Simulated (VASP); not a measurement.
These are PBE GGA, VASP's PBE PAW potentials (set 64) (plane waves; VASP) values and carry that method's errors.

VASP input:

**KPOINTS**
```
Automatic mesh
0
Gamma
8 8 8
0 0 0
```

POSCAR:
```
Ni3Fe
1
    3.5514900000     0.0000000000     0.0000000000
    0.0000000000     3.5122190000     0.0000000000
    0.0000000000     0.0000000000     3.6151720000
Fe Ni
1 3
Direct
  0.0000000000   0.0000000000   0.0000000000
  0.0000000000   0.5000000000   0.5000000000
  0.5000000000   0.0000000000   0.5000000000
  0.5164130000   0.5000000000   0.0000000000
```

INCAR:
```
SYSTEM = Ni3Fe
PREC = Accurate; ENCUT = 700; LREAL = .False.
LASPH = .True.
EDIFF = 1E-6; NELM = 100; ALGO = Normal
LMAXMIX = 4
ISMEAR = 1; SIGMA = 0.1
GGA = PE
MAGMOM = 3.0 3*0.7
ISPIN = 2
ISIF = 2
LWAVE = .False.; LCHARG = .False.; LORBIT = 10
```

POTCAR, in this order: Fe Ni (PBE.64 set). Program: vasp_std.

Output

**OUTCAR**
```
 ion  position               nearest neighbor table
   1  0.000  0.000  0.000-   4 2.46   4 2.46   2 2.52   2 2.52   2 2.52   2 2.52   3 2.53   3 2.53
                             3 2.53   3 2.53   4 2.54   4 2.54
   2  0.000  0.500  0.500-   4 2.49   4 2.49   3 2.50   3 2.50   3 2.50   3 2.50   1 2.52   1 2.52
                             1 2.52   1 2.52   4 2.58   4 2.58
   3  0.500  0.000  0.500-   2 2.50   2 2.50   2 2.50   2 2.50   4 2.52   4 2.52   4 2.52   4 2.52
                             1 2.53   1 2.53   1 2.53   1 2.53
   4  0.516  0.500  0.000-   1 2.46   1 2.46   2 2.49   2 2.49   3 2.52   3 2.52   3 2.52   3 2.52
                             1 2.54   1 2.54   2 2.58   2 2.58
  LATTYP: Found a simple orthorhombic cell.
 ALAT       =     3.5122190000
 B/A-ratio  =     1.0111812504
 C/A-ratio  =     1.0293128077
 Subroutine PRICEL returns:
 Original cell was already a primitive cell.
 Subroutine GETGRP returns: Found  4 space group operations
The static configuration has the point symmetry C_2v.
The dynamic configuration has the point symmetry C_2v.
The overall configuration has the point symmetry C_2v.
 Subroutine INISYM returns: Found  4 space group operations
 Subroutine IBZKPT returns following result:
 Found    125 irreducible k-points:

 Following reciprocal coordinates:
            Coordinates               Weight
...
```

### OSZICAR
```
       N       E                     dE             d eps       ncg     rms          rms(c)
DAV:   1     0.276820312166E+03    0.27682E+03   -0.20906E+04 13232   0.253E+03
DAV:   2    -0.115697968998E+02   -0.28839E+03   -0.27815E+03 13008   0.404E+02
DAV:   3    -0.289039904069E+02   -0.17334E+02   -0.16288E+02 13398   0.134E+02
DAV:   4    -0.291551910491E+02   -0.25120E+00   -0.25036E+00 13962   0.170E+01
DAV:   5    -0.291615188655E+02   -0.63278E-02   -0.63272E-02 18370   0.215E+00    0.204E+01
DAV:   6    -0.265206334742E+02    0.26409E+01   -0.38414E+01 13736   0.100E+02    0.218E+01
DAV:   7    -0.297723320365E+02   -0.32517E+01   -0.24816E+01 15436   0.124E+02    0.273E+01
DAV:   8    -0.248409328405E+02    0.49314E+01   -0.16464E+01 16450   0.562E+01    0.635E+00
DAV:   9    -0.250856270404E+02   -0.24469E+00   -0.10081E+00 18334   0.243E+01    0.558E+00
DAV:  10    -0.250020899937E+02    0.83537E-01   -0.45884E-01 15116   0.235E+01    0.302E+00
DAV:  11    -0.249718768370E+02    0.30213E-01   -0.16269E-01 18868   0.118E+01    0.173E+00
DAV:  12    -0.249684226171E+02    0.34542E-02   -0.64352E-02 17124   0.741E+00    0.144E+00
DAV:  13    -0.249670191311E+02    0.14035E-02   -0.16261E-02 17150   0.364E+00    0.983E-01
DAV:  14    -0.249684524931E+02   -0.14334E-02   -0.56500E-03 15018   0.208E+00    0.218E-01
DAV:  15    -0.249685278801E+02   -0.75387E-04   -0.14256E-03 17502   0.515E-01    0.733E-02
DAV:  16    -0.249685710266E+02   -0.43146E-04   -0.16288E-04 15412   0.192E-01    0.751E-02
DAV:  17    -0.249685587324E+02    0.12294E-04   -0.39338E-05 18856   0.148E-01    0.205E-02
DAV:  18    -0.249685582753E+02    0.45716E-06   -0.92093E-06 13846   0.580E-02
   1 F= -.24968558E+02 E0= -.24968199E+02  d E =-.107739E-02  mag=     4.8523
```

File OUTCAR:
```
------------------------ aborting loop because EDIFF is reached ----------------------------------------
  FORCE on cell =-STRESS in cart. coord.  units (eV):
  Direction    XX          YY          ZZ          XY          YZ          ZX
  --------------------------------------------------------------------------------------
  Total       -0.4451640     -0.1726283     -1.0720740      0.0000000      0.0000000      0.0000000
  in kB      -15.8164652     -6.1334029    -38.0902833      0.0000000      0.0000000      0.0000000
  external PRESSURE =     -20.0133838 kB  Pullay stress =       0.0000000 kB
  volume of cell :       45.09
      direct lattice vectors                 reciprocal lattice vectors
     3.551490000  0.000000000  0.000000000     0.281571960  0.000000000  0.000000000
     0.000000000  3.512219000  0.000000000     0.000000000  0.284720287  0.000000000
     0.000000000  0.000000000  3.615172000     0.000000000  0.000000000  0.276612012
 POSITION                                       TOTAL-FORCE (eV/Angst)
 -----------------------------------------------------------------------------------
      0.00000      0.00000      0.00000         0.204540      0.000000      0.000000
      0.00000      1.75611      1.80759         0.206732      0.000000      0.000000
      1.77574      0.00000      1.80759         0.024476      0.000000      0.000000
      1.83404      1.75611      0.00000        -0.435748      0.000000      0.000000
 -----------------------------------------------------------------------------------
    total drift:                               -0.000085      0.000000      0.000001
  FREE ENERGIE OF THE ION-ELECTRON SYSTEM (eV)
  ---------------------------------------------------
  free  energy   TOTEN  =       -24.9685582753 eV

  energy  without entropy=      -24.9674808829  energy(sigma->0) =      -24.96819914

 total charge

# of ion       s       p       d       tot
------------------------------------------
    1        0.470   0.492   6.102   7.064
    2        0.499   0.499   8.319   9.316
    3        0.498   0.497   8.319   9.314
    4        0.501   0.500   8.318   9.318
--------------------------------------------------
tot          1.967   1.988  31.058  35.013

 magnetization (x)

# of ion       s       p       d       tot
------------------------------------------
    1        0.012  -0.000   2.918   2.930
    2       -0.015  -0.044   0.709   0.650
    3       -0.015  -0.044   0.701   0.642
    4       -0.015  -0.043   0.724   0.665
--------------------------------------------------
tot         -0.033  -0.132   5.052   4.887
```
(Selected blocks of OUTCAR.)

The compound is Ni3Fe in the L1_2 structure. The cell was not relaxed at this level, atoms are displaced from their ideal sites. The run is one of a series of settings (ENCUT = 700 against the base run), some of them coarse on purpose.
